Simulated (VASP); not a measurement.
A convergence study with VASP on Co (hcp): one setting is varied, all else stays as given below, so the limit is that of these other settings. Each run relaxes cell and ions from the cell shown.

```
CELL_PARAMETERS angstrom
      1.25500    -2.17372     0.00000
      1.25500     2.17372     0.00000
      0.00000     0.00000     4.07000
ATOMIC_POSITIONS crystal
  Co 0.33333 0.66667 0.25000
  Co 0.66667 0.33333 0.75000
```
Starting moments (μB, in the order of the record's atoms Co Co): 1.8 1.8.

All values below come from PBEsol GGA, VASP's PBE PAW potentials (set 64) (plane waves; VASP). The tightest run used: 550 eV cut-off, 22×22×12 Γ-centred mesh, first-order Methfessel-Paxton smearing of 0.10 eV, potentials Co.

Question: The settings run are 2×2×1 mesh; 3×3×2 mesh; 4×4×2 mesh; 5×5×3 mesh; 6×6×3 mesh; 7×7×4 mesh; 8×8×4 mesh; 9×9×5 mesh; 10×10×5 mesh; 11×11×6 mesh; 12×12×6 mesh; 13×13×7 mesh; 15×15×8 mesh; 16×16×8 mesh; 17×17×9 mesh; 18×18×9 mesh; 19×19×10 mesh; 20×20×11 mesh; 21×21×11 mesh; 22×22×12 mesh. From which on does the relaxed volume stay within 0.1 Å³/atom of the tightest run?

Answer: From 6×6×3 mesh on: it is off by 0.027 there and by no more than 0.1 in any finer run, while 5×5×3 mesh is off by 0.144.
| setting | relaxed volume (Å³/atom) | E (eV/atom) | moment (μB) | irreducible k-points | difference judged (Å³/atom) |
|---|---|---|---|---|---|
| 2×2×1 mesh | 10.322 | -7.4102 | 2.500 | 2 | 0.013 |
| 3×3×2 mesh | 10.436 | -7.6483 | 3.021 | 6 | 0.101 |
| 4×4×2 mesh | 10.440 | -7.7162 | 3.375 | 8 | 0.105 |
| 5×5×3 mesh | 10.480 | -7.7067 | 3.573 | 10 | 0.144 |
| 6×6×3 mesh | 10.309 | -7.7718 | 3.140 | 14 | 0.027 |
| 7×7×4 mesh | 10.291 | -7.7223 | 3.009 | 24 | 0.045 |
| 8×8×4 mesh | 10.344 | -7.7420 | 3.188 | 30 | 0.008 |
| 9×9×5 mesh | 10.297 | -7.7375 | 3.040 | 36 | 0.039 |
| 10×10×5 mesh | 10.369 | -7.7296 | 3.238 | 42 | 0.033 |
| 11×11×6 mesh | 10.312 | -7.7421 | 3.091 | 64 | 0.024 |
| 12×12×6 mesh | 10.290 | -7.7336 | 3.025 | 76 | 0.046 |
| 13×13×7 mesh | 10.327 | -7.7375 | 3.130 | 84 | 0.008 |
| 15×15×8 mesh | 10.337 | -7.7372 | 3.162 | 135 | 0.002 |
| 16×16×8 mesh | 10.322 | -7.7386 | 3.117 | 150 | 0.014 |
| 17×17×9 mesh | 10.335 | -7.7366 | 3.157 | 165 | 0.000 |
| 18×18×9 mesh | 10.322 | -7.7376 | 3.114 | 185 | 0.014 |
| 19×19×10 mesh | 10.317 | -7.7365 | 3.105 | 240 | 0.019 |
| 20×20×11 mesh | 10.332 | -7.7377 | 3.152 | 264 | 0.003 |
| 21×21×11 mesh | 10.313 | -7.7375 | 3.089 | 288 | 0.023 |
| 22×22×12 mesh | 10.336 | -7.7370 | 3.154 | 364 | 0.000 |

Left out are rungs that failed or repeat a setting and relaxations that didn't move; long series are thinned to 24 rows.

The compound is Co in the hcp structure. The spin order is the one that the start imposed; others were not tried in this run.
